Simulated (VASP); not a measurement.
Input:

```
CELL_PARAMETERS angstrom
      0.00000     2.65281     2.65281
      2.65281     0.00000     2.65281
      2.65281     2.65281     0.00000
ATOMIC_POSITIONS crystal
  Co 0.00000 0.00000 0.00000
  Si 0.25000 0.25000 0.25000
  Si 0.75000 0.75000 0.75000
```

These are r2SCAN+rVV10 with spin-orbit coupling, VASP's PBE PAW potentials (set 64) (plane waves; VASP) values and carry that method's errors. Run with 400 eV cut-off, 9×9×9 Γ-centred mesh, Gaussian smearing of 0.050 eV, potentials Co Si.

**Question.** Give the energies of bands 9 to 22 at the high-symmetry points, in eV from the Fermi level.

**Answer.** 
```csv
band,Γ,X,U,L,W
9,-2.08,-3.96,-3.71,-2.26,-2.44
10,-2.08,-3.96,-3.71,-2.26,-2.44
11,-2.08,-2.13,-2.33,-1.75,-2.40
12,-2.08,-2.13,-2.33,-1.75,-2.40
13,1.58,-1.99,-1.82,-1.70,-2.01
14,1.58,-1.99,-1.82,-1.70,-2.01
15,3.53,-1.99,-1.31,-0.57,-1.57
16,3.53,-1.99,-1.31,-0.57,-1.57
17,3.66,-1.44,-1.05,-0.50,-0.74
18,3.66,-1.44,-1.05,-0.50,-0.74
19,3.66,1.95,2.32,3.27,4.06
20,3.66,1.95,2.32,3.27,4.06
21,3.75,3.19,5.39,3.69,4.09
22,3.75,3.19,5.39,3.69,4.09
```

It has no gap at this level: it comes out as a metal or semimetal.

The structure comes from a measured CoSi2 entry (Fm-3m) of the Crystallography Open Database, whose conditions weren't checked. It was relaxed first.
